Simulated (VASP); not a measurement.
Consider the following.

```xyz
4
Lattice="3.4848 0.0000 0.0000 -1.7424 3.0179 0.0000 0.0000 0.0000 26.3151" Properties=species:S:1:pos:R:3 pbc="T T T"
Pb    -1.7424     3.0179     8.9435
Pb     1.7424     1.0060    11.6662
Pb     0.0000     2.0119    14.6489
Pb     0.0000     0.0000    17.3715
```

Computed with PBEsol GGA, VASP's PBE PAW potentials (set 64) (plane waves; VASP). Numerical set-up: PREC = Normal, 400 eV cut-off, 9×9×1 Γ-centred mesh, first-order Methfessel-Paxton smearing of 0.10 eV, potentials Pb_d.

Unless said otherwise, spin-orbit coupling is left out, though it shifts the bands of the heavy elements here.

**Question.** Predict the energy per atom (σ→0), band gap (on the k-mesh) with the smallest direct gap where there is one.

**Answer.** 
| Item | Result |
|---|---|
| band gap (on the k-mesh) | none (metal, semimetal or under 0.01 eV) |
| energy per atom (σ→0) | -3.895 eV/atom |

Total energies compare only between runs with the same potentials, cut-off and functional.

The cell is a thin slab with vacuum, built from Pb (fcc): (111) face.
